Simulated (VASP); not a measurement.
All values below come from PBE GGA, VASP's PBE PAW potentials (set 64) (plane waves; VASP).

VASP input:

**POSCAR**
```
Co
4.15140
  0.3083538084  -0.5340844053   0.0000000000
  0.3083538084   0.5340844053   0.0000000000
  0.0000000000   0.0000000000   1.0000000000
Co
2
direct
  0.3333330000   0.6666670000   0.2500000000
  0.6666670000   0.3333330000   0.7500000000
```

### KPOINTS
```
Automatic mesh
0
Gamma
14 14 7
0 0 0
```

**INCAR**
```
! general
SYSTEM   =  Co
PREC     =  Accurate
ENCUT    =  400
LREAL    =  .FALSE.
LASPH    =  .TRUE.

! electronic loop
EDIFF    =  1E-6
NELM     =  100
ALGO     =  Normal
LMAXMIX  =  4

! smearing
ISMEAR   =  1
SIGMA    =  0.1

! functional
GGA      =  PE

! spin
ISPIN    =  2
MAGMOM   =  2*1.8

! ions
ISIF     =  2

! output
LWAVE    =  .FALSE.
LCHARG   =  .FALSE.
LORBIT   =  10
```

POTCAR, in this order: Co (PBE.64 set). Program: vasp_std.

The run wrote:

OUTCAR:
```
 ion  position               nearest neighbor table
   1  0.333  0.667  0.250-   2 2.55   2 2.55   2 2.55   2 2.55   2 2.55   2 2.55
   2  0.667  0.333  0.750-   1 2.55   1 2.55   1 2.55   1 2.55   1 2.55   1 2.55
  LATTYP: Found a hexagonal cell.
 ALAT       =     2.5601997932
 C/A-ratio  =     1.6215140752
 Subroutine PRICEL returns:
 Original cell was already a primitive cell.
 Subroutine GETGRP returns: Found 24 space group operations
The static configuration has the point symmetry D_3d.
 The point group associated with its full space group is D_6h.
The dynamic configuration has the point symmetry D_3d.
The overall configuration has the point symmetry D_3d.
 Subroutine INISYM returns: Found 24 space group operations
 Subroutine IBZKPT returns following result:
 Found     96 irreducible k-points:

 Following reciprocal coordinates:
            Coordinates               Weight
  0.000000  0.000000  0.000000      1.000000
  0.071429  0.000000  0.000000      6.000000
  0.142857  0.000000  0.000000      6.000000
  0.214286 -0.000000  0.000000      6.000000
  0.285714 -0.000000  0.000000      6.000000
  0.357143  0.000000  0.000000      6.000000
  0.428571 -0.000000  0.000000      6.000000
  0.500000  0.000000  0.000000      3.000000
  0.071429  0.071429  0.000000      6.000000
  0.142857  0.071429  0.000000     12.000000
  0.214286  0.071429  0.000000     12.000000
  0.285714  0.071429  0.000000     12.000000
  0.357143  0.071429  0.000000     12.000000
  0.428571  0.071429  0.000000     12.000000
  0.142857  0.142857  0.000000      6.000000
  0.214286  0.142857  0.000000     12.000000
  0.285714  0.142857  0.000000     12.000000
  0.357143  0.142857  0.000000     12.000000
  0.428571  0.142857  0.000000      6.000000
  0.214286  0.214286  0.000000      6.000000
  0.285714  0.214286  0.000000     12.000000
...
```

OSZICAR:
```
       N       E                     dE             d eps       ncg     rms          rms(c)
DAV:   1     0.698218883397E+02    0.69822E+02   -0.70236E+03  5880   0.128E+03
DAV:   2    -0.142547156687E+02   -0.84077E+02   -0.77829E+02  5774   0.235E+02
DAV:   3    -0.160874161585E+02   -0.18327E+01   -0.17843E+01  6992   0.485E+01
DAV:   4    -0.161153418374E+02   -0.27926E-01   -0.27920E-01  8325   0.456E+00
DAV:   5    -0.161155914969E+02   -0.24966E-03   -0.24966E-03  7106   0.391E-01    0.139E+01
DAV:   6    -0.145532994034E+02    0.15623E+01   -0.15639E+01  6110   0.781E+01    0.793E+00
DAV:   7    -0.139985451623E+02    0.55475E+00   -0.23618E+00  6243   0.296E+01    0.366E+00
DAV:   8    -0.139885399065E+02    0.10005E-01   -0.22728E-02  7922   0.163E+00    0.170E+00
DAV:   9    -0.139736806432E+02    0.14859E-01   -0.82729E-03  8369   0.147E+00    0.556E-01
DAV:  10    -0.139737951536E+02   -0.11451E-03   -0.52022E-04  7600   0.299E-01    0.345E-01
DAV:  11    -0.139738480703E+02   -0.52917E-04   -0.76956E-04  7901   0.432E-01    0.295E-02
DAV:  12    -0.139738466004E+02    0.14699E-05   -0.22167E-05  6453   0.498E-02    0.163E-02
DAV:  13    -0.139738452224E+02    0.13781E-05   -0.21804E-06  5330   0.208E-02    0.114E-02
DAV:  14    -0.139738454775E+02   -0.25517E-06   -0.80791E-07  4026   0.108E-02
   1 F= -.13973845E+02 E0= -.13973430E+02  d E =-.124503E-02  mag=     3.3906
```

**OUTCAR**
```
------------------------ aborting loop because EDIFF is reached ----------------------------------------
  FORCE on cell =-STRESS in cart. coord.  units (eV):
  Direction    XX          YY          ZZ          XY          YZ          ZX
  --------------------------------------------------------------------------------------
  Total       -2.1161090     -2.1161086     -2.2609433      0.0000000      0.0000000      0.0000000
  in kB     -143.8717967   -143.8717657   -153.7189109      0.0000000      0.0000000      0.0000000
  external PRESSURE =    -147.1541578 kB  Pullay stress =       0.0000000 kB
  volume of cell :       23.57
      direct lattice vectors                 reciprocal lattice vectors
     1.280100000 -2.217198000  0.000000000     0.390594485 -0.225509855  0.000000000
     1.280100000  2.217198000  0.000000000     0.390594485  0.225509855  0.000000000
     0.000000000  0.000000000  4.151400000     0.000000000  0.000000000  0.240882594
 POSITION                                       TOTAL-FORCE (eV/Angst)
 -----------------------------------------------------------------------------------
      1.28010      0.73907      1.03785         0.000000      0.000000      0.000000
      1.28010     -0.73907      3.11355        -0.000000      0.000000      0.000000
 -----------------------------------------------------------------------------------
    total drift:                                0.000000      0.000009     -0.000027
  FREE ENERGIE OF THE ION-ELECTRON SYSTEM (eV)
  ---------------------------------------------------
  free  energy   TOTEN  =       -13.9738454775 eV

  energy  without entropy=      -13.9726004525  energy(sigma->0) =      -13.97343047

 total charge

# of ion       s       p       d       tot
------------------------------------------
    1        0.458   0.455   7.208   8.121
    2        0.458   0.455   7.208   8.121
--------------------------------------------------
tot          0.915   0.911  14.415  16.241

 magnetization (x)

# of ion       s       p       d       tot
------------------------------------------
    1       -0.013  -0.051   1.794   1.730
    2       -0.013  -0.051   1.794   1.730
--------------------------------------------------
tot         -0.026  -0.102   3.587   3.460
```
(Selected blocks of OUTCAR.)

The compound is Co in the hcp structure. The cell was not relaxed at this level. The run is one of a series of settings (KPOINTS 14×14×7 Γ-centred mesh against the base run), some of them coarse on purpose.
